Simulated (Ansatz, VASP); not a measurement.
## Cross-check of Si2Mo between VASP and Ansatz

One calculation is typed for both programs; each brings its own data sets. How far apart do they land? The cell is taken from a series of runs on this material, whose earlier steps may have relaxed, scaled, displaced or heated it; both programs get it as it stands.

Main program and level: Ansatz 0.2.0; plane waves, with VASP 6.6.1 beside it; zone-centre phonons at PBEsol.

## (1) Starting point

Symmetry: I4/mmm, No. 139, tetragonal system. The conventional cell has a = 3.318 Å, b = 3.318 Å, c = 7.724 Å, α = 90.00°, β = 90.00°, γ = 90.00°. Nearest to Si lie 5 Si at 2.54 to 2.69 Å and 5 Mo at 2.59 to 2.67 Å. Nearest to Mo lie 10 Si at 2.59 to 2.67 Å. Farther neighbours are not listed.

Structure file:

```cif
data_structure
_symmetry_space_group_name_H-M 'I4/mmm'
_symmetry_Int_Tables_number 139
_cell_length_a 3.3181
_cell_length_b 3.3181
_cell_length_c 7.7243
_cell_angle_alpha 90.000
_cell_angle_beta 90.000
_cell_angle_gamma 90.000
_cell_volume 85.04
loop_
_atom_site_label
_atom_site_type_symbol
_atom_site_symmetry_multiplicity
_atom_site_Wyckoff_symbol
_atom_site_fract_x
_atom_site_fract_y
_atom_site_fract_z
_atom_site_occupancy
Si1 Si 4 e 0.00000 0.00000 0.33552 1
Mo1 Mo 2 a 0.00000 0.00000 0.00000 1
```

## (2) VASP: zone-centre phonons, PBEsol

Second derivatives magnify differences that forces hide, and they need a tight electronic threshold.

Lines of VASP's logs that name or quote its potential files are left out, and so is its time.

File INCAR:

```
SYSTEM = Si2Mo
PREC = Accurate
ENCUT = 500
EDIFF = 1E-08
NELM = 120
ISMEAR = 1
SIGMA = 0.2
LREAL = .FALSE.
ALGO = Normal
GGA = PS
NBANDS = 17
LASPH = .TRUE.
LORBIT = 11
LWAVE = .FALSE.
LCHARG = .FALSE.
ISIF = 2
IBRION = 8
GGA_COMPAT = .FALSE.
KPAR = 2
```

File POSCAR:

```
Si2Mo
1.0
   -1.6590573406      1.6590573406      3.8621528675
    1.6590573406     -1.6590573406      3.8621528675
    1.6590573406      1.6590573406     -3.8621528675
Si Mo
2 1
Direct
    0.3355222879      0.3355222879      0.0000000000
    0.6644777121      0.6644777121      0.0000000000
    0.0000000000      0.0000000000      0.0000000000
```

File KPOINTS:

```
Automatic mesh
0
Gamma
20 20 20
0 0 0
```

The projector-augmented-wave data sets are Si and Mo_sv (PBE family, release 64).

On the command line:

```bash
> mpirun -np 2 vasp_std
```

Numbers of over 12 decimals in the logs are rounded to 6 here.

What it wrote:

```text
[banner, memory and clock lines left out]
running    2 mpi-ranks, on    1 nodes
 distrk:  each k-point on    1 cores,    2 groups
 distr:  one band on    1 cores,    1 groups

 POSCAR found type information on POSCAR SiMo
 POSCAR found :  2 types and       3 ions
|                                                                             |
|               ----> ADVICE to this user running VASP <----                  |
|                                                                             |
|     You enforced a specific xc type in the INCAR file but a different       |
|     [... a line on the potential file left out ...]
|     I HOPE YOU KNOW WHAT YOU ARE DOING!                                     |
|                                                                             |

 LDA part: xc-table for (Slater+PW92), standard interpolation
 POSCAR, INCAR and KPOINTS ok, starting setup
 FFT: planning ... GRIDC
 FFT: planning ... GRID_SOFT
 FFT: planning ... GRID
 WAVECAR not read
 entering main loop
       N       E                     dE             d eps       ncg     rms          rms(c)
DAV:   1     0.114092426987E+03    0.11409E+03   -0.11025E+04 21826   0.119E+03
DAV:   2    -0.231275490219E+02   -0.13722E+03   -0.13502E+03 27012   0.300E+02
DAV:   3    -0.259356299135E+02   -0.28081E+01   -0.27792E+01 27283   0.386E+01
DAV:   4    -0.259528994814E+02   -0.17270E-01   -0.17225E-01 27188   0.321E+00
DAV:   5    -0.259530137919E+02   -0.11431E-03   -0.11430E-03 27233   0.271E-01    0.200E+01
DAV:   6    -0.251039387942E+02    0.84907E+00   -0.74903E+00 23507   0.174E+01    0.414E+00
DAV:   7    -0.249454981709E+02    0.15844E+00   -0.10962E+00 22963   0.640E+00    0.402E+00
DAV:   8    -0.249036579195E+02    0.41840E-01   -0.11492E-01 23731   0.250E+00    0.397E-01
DAV:   9    -0.249027779474E+02    0.87997E-03   -0.21564E-03 28447   0.370E-01    0.253E-01
DAV:  10    -0.249026839049E+02    0.94043E-04   -0.57988E-04 23798   0.221E-01    0.647E-02
DAV:  11    -0.249026644183E+02    0.19487E-04   -0.25689E-04 23514   0.123E-01    0.462E-02
DAV:  12    -0.249026588785E+02    0.55398E-05   -0.23509E-05 23535   0.335E-02    0.108E-02
DAV:  13    -0.249026586637E+02    0.21486E-06   -0.11732E-06 26934   0.650E-03    0.110E-03
DAV:  14    -0.249026585835E+02    0.80132E-07   -0.49337E-08 25243   0.136E-03    0.782E-04
DAV:  15    -0.249026585642E+02    0.19312E-07   -0.12058E-09 11925   0.262E-04    0.603E-04
DAV:  16    -0.249026585627E+02    0.15243E-08   -0.47677E-10 11644   0.155E-04
   1 F= -.24902659E+02 E0= -.24903216E+02  d E =0.167166E-02
 Linear response reoptimize wavefunctions to high precision
DAV:   1    -0.249026585627E+02    0.59117E-11   -0.16100E-10 11808   0.747E-05
 Linear response DOF=           4
 Linear response progress:
  Degree of freedom:   1/  4
       N       E                     dE             d eps       ncg     rms          rms(c)
RMM:   1    -0.206963331696E-01   -0.20696E-01   -0.13834E-02178382   0.848E-01
RMM:   2    -0.164426183905E-01    0.42537E-02   -0.13905E-03114428   0.223E-01    0.813E-02
RMM:   3    -0.165165854702E-01   -0.73967E-04   -0.13788E-04115249   0.602E-02    0.437E-02
RMM:   4    -0.166514370822E-01   -0.13485E-03   -0.94070E-05119792   0.445E-02    0.956E-03
RMM:   5    -0.166336336915E-01    0.17803E-04    0.38543E-06121324   0.119E-02    0.168E-03
RMM:   6    -0.166364576437E-01   -0.28240E-05   -0.62584E-07122878   0.248E-03    0.610E-04
RMM:   7    -0.166344953598E-01    0.19623E-05    0.34100E-08127960   0.754E-04    0.137E-04
RMM:   8    -0.166350653266E-01   -0.56997E-06   -0.69695E-08129541   0.193E-04    0.427E-05
RMM:   9    -0.166351054119E-01   -0.40085E-07    0.14495E-08126768   0.592E-05    0.155E-05
RMM:  10    -0.166351206987E-01   -0.15287E-07    0.38569E-09129805   0.306E-05    0.455E-06
RMM:  11    -0.166351366973E-01   -0.15999E-07   -0.21438E-09127621   0.228E-05    0.115E-06
RMM:  12    -0.166351357641E-01    0.93316E-09   -0.24493E-09123193   0.168E-05    0.335E-07
 first order change of Fermi-energy   0.24168E-04
 force on displaced ion       1 direction 1 :  -5.737   0.000   0.000
 Linear response progress:
  Degree of freedom:   2/  4
       N       E                     dE             d eps       ncg     rms          rms(c)
RMM:   1    -0.284107358300E-01   -0.28411E-01   -0.59283E-03 53790   0.106E+00
RMM:   2    -0.214316173455E-01    0.69791E-02   -0.22406E-03 36492   0.281E-01    0.123E-01
RMM:   3    -0.214527460778E-01   -0.21129E-04   -0.33944E-04 34470   0.893E-02    0.714E-02
RMM:   4    -0.215439500353E-01   -0.91204E-04   -0.95411E-05 35747   0.512E-02    0.222E-02
RMM:   5    -0.215586447688E-01   -0.14695E-04   -0.70156E-06 35307   0.182E-02    0.119E-02
RMM:   6    -0.215575829272E-01    0.10618E-05   -0.13768E-06 38131   0.888E-03    0.225E-03
RMM:   7    -0.215591674318E-01   -0.15845E-05   -0.14749E-07 36254   0.240E-03    0.645E-04
RMM:   8    -0.215571634029E-01    0.20040E-05   -0.41893E-08 37136   0.929E-04    0.253E-04
RMM:   9    -0.215579091658E-01   -0.74576E-06    0.15837E-09 38027   0.252E-04    0.381E-05
RMM:  10    -0.215580054802E-01   -0.96314E-07    0.22821E-09 39651   0.104E-04    0.210E-05
RMM:  11    -0.215580026502E-01    0.28300E-08    0.12830E-08 39296   0.350E-05    0.283E-06
 first order change of Fermi-energy  -0.64235E+00
 force on displaced ion       1 direction 3 :  -0.000  -0.000 -13.149
 Linear response progress:
  Degree of freedom:   3/  4
       N       E                     dE             d eps       ncg     rms          rms(c)
RMM:   1    -0.789045821606E+00   -0.78905E+00    0.41133E+00 42739   0.218E+01
RMM:   2    -0.591309493958E+00    0.19774E+00   -0.28814E-01 60380   0.368E+00    0.154E-01
RMM:   3    -0.591066463611E+00    0.24303E-03   -0.43943E-03 77362   0.473E-01    0.863E-02
RMM:   4    -0.590157259162E+00    0.90920E-03   -0.38934E-04 83634   0.142E-01    0.237E-02
RMM:   5    -0.590031108809E+00    0.12615E-03   -0.42456E-05 91245   0.390E-02    0.901E-03
RMM:   6    -0.590040208170E+00   -0.90994E-05   -0.57109E-06 81809   0.131E-02    0.120E-03
RMM:   7    -0.590041752905E+00   -0.15447E-05   -0.11894E-06 92356   0.459E-03    0.595E-04
RMM:   8    -0.590045266198E+00   -0.35133E-05   -0.30672E-07 86457   0.162E-03    0.286E-04
RMM:   9    -0.590050299887E+00   -0.50337E-05   -0.23720E-08 83940   0.898E-04    0.302E-05
RMM:  10    -0.590050058330E+00    0.24156E-06   -0.18440E-08 91235   0.416E-04    0.176E-05
RMM:  11    -0.590050298071E+00   -0.23974E-06   -0.13601E-08 90031   0.243E-04    0.814E-06
RMM:  12    -0.590050496932E+00   -0.19886E-06   -0.64545E-09 89645   0.153E-04    0.292E-06
RMM:  13    -0.590050463404E+00    0.33528E-07   -0.14389E-08 84921   0.106E-04    0.216E-06
RMM:  14    -0.590050488662E+00   -0.25258E-07   -0.98190E-09 88840   0.841E-05    0.180E-06
RMM:  15    -0.590050554485E+00   -0.65823E-07   -0.11187E-08 84432   0.759E-05    0.376E-07
RMM:  16    -0.590050554558E+00   -0.73265E-10   -0.99746E-09 82307   0.671E-05    0.131E-07
 first order change of Fermi-energy  -0.12694E-02
 force on displaced ion       3 direction 1 :  -6.660   0.000   0.000
 Linear response progress:
  Degree of freedom:   4/  4
       N       E                     dE             d eps       ncg     rms          rms(c)
RMM:   1    -0.811868659677E+00   -0.81187E+00    0.48109E+00 23100   0.226E+01
RMM:   2    -0.618333181115E+00    0.19354E+00   -0.29839E-01 33177   0.371E+00    0.178E-01
RMM:   3    -0.617449234645E+00    0.88395E-03   -0.44928E-03 41781   0.500E-01    0.915E-02
RMM:   4    -0.616085297061E+00    0.13639E-02   -0.57915E-04 44112   0.177E-01    0.258E-02
RMM:   5    -0.615904345610E+00    0.18095E-03   -0.62777E-05 49658   0.475E-02    0.133E-02
RMM:   6    -0.615828257986E+00    0.76088E-04   -0.75672E-06 48290   0.146E-02    0.339E-03
RMM:   7    -0.615831267121E+00   -0.30091E-05   -0.15477E-06 45936   0.612E-03    0.645E-04
RMM:   8    -0.615834766600E+00   -0.34995E-05   -0.15627E-07 49873   0.208E-03    0.381E-04
RMM:   9    -0.615837891538E+00   -0.31249E-05    0.55774E-08 47114   0.916E-04    0.192E-04
RMM:  10    -0.615840348154E+00   -0.24566E-05    0.33832E-08 46185   0.533E-04    0.229E-05
RMM:  11    -0.615840055070E+00    0.29308E-06    0.21586E-08 48065   0.267E-04    0.998E-06
RMM:  12    -0.615839964265E+00    0.90804E-07    0.10110E-08 49559   0.158E-04    0.571E-06
RMM:  13    -0.615840024966E+00   -0.60701E-07    0.54687E-09 48590   0.114E-04    0.336E-06
RMM:  14    -0.615840102259E+00   -0.77293E-07    0.42591E-09 48113   0.901E-05    0.121E-06
RMM:  15    -0.615840144660E+00   -0.42401E-07   -0.19499E-09 49574   0.773E-05    0.461E-07
RMM:  16    -0.615840148031E+00   -0.33713E-08   -0.25549E-09 47906   0.688E-05    0.314E-07
 first order change of Fermi-energy   0.54382E-03
 force on displaced ion       3 direction 3 :  -0.000  -0.000 -12.435
 Linear response finished
```

OUTCAR, selected parts (step 2):

```text
ion  position               nearest neighbor table
   1  0.336  0.336  0.000-   2 2.54   3 2.59   3 2.67   3 2.67   3 2.67   3 2.67   2 2.69   2 2.69
                             2 2.69   2 2.69
   2  0.664  0.664  0.000-   1 2.54   3 2.59   3 2.67   3 2.67   3 2.67   3 2.67   1 2.69   1 2.69
                             1 2.69   1 2.69
   3  0.000  0.000  0.000-   1 2.59   2 2.59   2 2.67   1 2.67   2 2.67   2 2.67   2 2.67   1 2.67
                             1 2.67   1 2.67

  LATTYP: Found a body centered tetragonal cell.
 ALAT       =     3.3181146812
 C/A-ratio  =     2.3279200622

 Subroutine GETGRP returns: Found 16 space group operations
 (whereof 16 operations were pure point group operations)

The static configuration has the point symmetry D_4h.

 Found    641 irreducible k-points:

   k-points           NKPTS =    641   k-points in BZ     NKDIM =    641   number of bands    NBANDS=     17

   dimension x,y,z NGX =    36 NGY =   36 NGZ =   36
   dimension x,y,z NGXF=    72 NGYF=   72 NGZF=   72

   ENCUT  =  500.0 eV  36.75 Ry    6.06 a.u.   8.24  8.24  8.24*2*pi/ulx,y,z

   NELECT =      22.0000    total number of electrons

 k-points in reciprocal lattice and weights: Automatic mesh
   0.00000000  0.00000000  0.00000000       0.000
   0.05000000  0.00000000 -0.00000000       0.001
   0.10000000  0.00000000 -0.00000000       0.001
   0.15000000  0.00000000 -0.00000000       0.001
   0.20000000  0.00000000 -0.00000000       0.001
   0.25000000  0.00000000 -0.00000000       0.001
   0.30000000  0.00000000 -0.00000000       0.001
   0.35000000  0.00000000 -0.00000000       0.001
   0.40000000  0.00000000  0.00000000       0.001
[...]
-0.45000000 -0.45000000  0.45000000       0.000
   0.50000000  0.50000000  0.50000000       0.000

 average (electrostatic) potential at core
       1 -78.0778       2 -78.0778       3 -69.9075

  Total       -4.4381483     -4.4381483      0.0786969      0.0000000      0.0000000      0.0000000
  in kB     -167.2245924   -167.2245924      2.9652132      0.0000000      0.0000000      0.0000000
  external PRESSURE =    -110.4946572 kB  Pullay stress =       0.0000000 kB

  energy-cutoff  :      500.00
  volume of cell :       42.52
      direct lattice vectors                 reciprocal lattice vectors
    -1.659057341  1.659057341  3.862152867     0.000000000  0.301375961  0.129461473
     1.659057341 -1.659057341  3.862152867     0.301375961  0.000000000  0.129461473
     1.659057341  1.659057341 -3.862152867     0.301375961  0.301375961  0.000000000

 POSITION                                       TOTAL-FORCE (eV/Angst)
 -----------------------------------------------------------------------------------
      0.00000      0.00000      2.59168        -0.000000     -0.000000     -0.001502
      0.00000      0.00000      5.13263         0.000000      0.000000      0.001502
      0.00000      0.00000      0.00000         0.000000      0.000000      0.000000
 -----------------------------------------------------------------------------------
    total drift:                                0.000000     -0.000000      0.000000

 Eigenvectors and eigenvalues of the dynamical matrix
 ----------------------------------------------------

   1 f  =   13.219901 THz    83.063088 2PiTHz  440.968432 cm-1    54.673093 meV
             X         Y         Z           dx          dy          dz
      0.000000  0.000000  2.591677     0.000000    0.000000   -0.707107
      0.000000  0.000000  5.132629    -0.000000   -0.000000    0.707107
      0.000000  0.000000  0.000000     0.000000   -0.000000   -0.000000

   2 f  =    9.260594 THz    58.186029 2PiTHz  308.900172 cm-1    38.298723 meV
             X         Y         Z           dx          dy          dz
      0.000000  0.000000  2.591677     0.000000   -0.000000   -0.561527
      0.000000  0.000000  5.132629     0.000000   -0.000000   -0.561527
      0.000000  0.000000  0.000000     0.000000    0.000000    0.607761

   3 f  =    8.420621 THz    52.908324 2PiTHz  280.881691 cm-1    34.824876 meV
             X         Y         Z           dx          dy          dz
      0.000000  0.000000  2.591677     0.659455   -0.255183    0.000000
      0.000000  0.000000  5.132629    -0.659455    0.255183   -0.000000
      0.000000  0.000000  0.000000    -0.000000   -0.000000    0.000000

   4 f  =    8.420621 THz    52.908324 2PiTHz  280.881691 cm-1    34.824876 meV
             X         Y         Z           dx          dy          dz
      0.000000  0.000000  2.591677    -0.255183   -0.659455   -0.000000
      0.000000  0.000000  5.132629     0.255183    0.659455    0.000000
      0.000000  0.000000  0.000000     0.000000   -0.000000    0.000000

   5 f  =    6.775851 THz    42.573930 2PiTHz  226.018072 cm-1    28.022657 meV
             X         Y         Z           dx          dy          dz
      0.000000  0.000000  2.591677    -0.000000   -0.561458    0.000000
      0.000000  0.000000  5.132629    -0.000000   -0.561458   -0.000000
      0.000000  0.000000  0.000000     0.000000    0.607889   -0.000000

   6 f  =    6.775851 THz    42.573930 2PiTHz  226.018072 cm-1    28.022657 meV
             X         Y         Z           dx          dy          dz
      0.000000  0.000000  2.591677    -0.561458   -0.000000   -0.000000
      0.000000  0.000000  5.132629    -0.561458    0.000000    0.000000
      0.000000  0.000000  0.000000     0.607889    0.000000    0.000000

   7 f/i=    0.000974 THz     0.006119 2PiTHz    0.032485 cm-1     0.004028 meV
             X         Y         Z           dx          dy          dz
      0.000000  0.000000  2.591677     0.000000   -0.000000    0.429752
      0.000000  0.000000  5.132629     0.000000   -0.000000    0.429752
      0.000000  0.000000  0.000000     0.000000   -0.000000    0.794120

   8 f/i=    0.001805 THz     0.011341 2PiTHz    0.060209 cm-1     0.007465 meV
             X         Y         Z           dx          dy          dz
      0.000000  0.000000  2.591677     0.131743   -0.409156   -0.000000
      0.000000  0.000000  5.132629     0.131743   -0.409156   -0.000000
      0.000000  0.000000  0.000000     0.243360   -0.755809   -0.000000

   9 f/i=    0.001805 THz     0.011341 2PiTHz    0.060209 cm-1     0.007465 meV
             X         Y         Z           dx          dy          dz
      0.000000  0.000000  2.591677     0.409156    0.131743    0.000000
      0.000000  0.000000  5.132629     0.409156    0.131743    0.000000
      0.000000  0.000000  0.000000     0.755809    0.243360    0.000000

 ELASTIC MODULI CONTR FROM IONIC RELAXATION (kBar)
 Direction    XX          YY          ZZ          XY          YZ          ZX
 --------------------------------------------------------------------------------
 XX          -4.6548     -4.6548    -13.0626      0.0000      0.0000      0.0000
 YY          -4.6548     -4.6548    -13.0626      0.0000      0.0000      0.0000
 ZZ         -13.0626    -13.0626    -36.6570      0.0000      0.0000      0.0000
 XY           0.0000      0.0000      0.0000      0.0000      0.0000      0.0000
 YZ           0.0000      0.0000      0.0000      0.0000    -12.8134      0.0000
 ZX           0.0000      0.0000      0.0000      0.0000      0.0000     -1.6471
 --------------------------------------------------------------------------------
```

(Continued in part 2 of 2.)

[Lines on the potential files, build, host, timing and source positions are cut from VASP's logs without a mark.]

[Logs are printed without paths, hosts, clocks, repeated set-up lines and the standing remarks that a program may print on its own settings, such as how far it seeks lower states.]

[Hosts, paths, dates, database ids (printed as entryN), source tags and the programs' standing remarks are cut or masked in the printed files.]
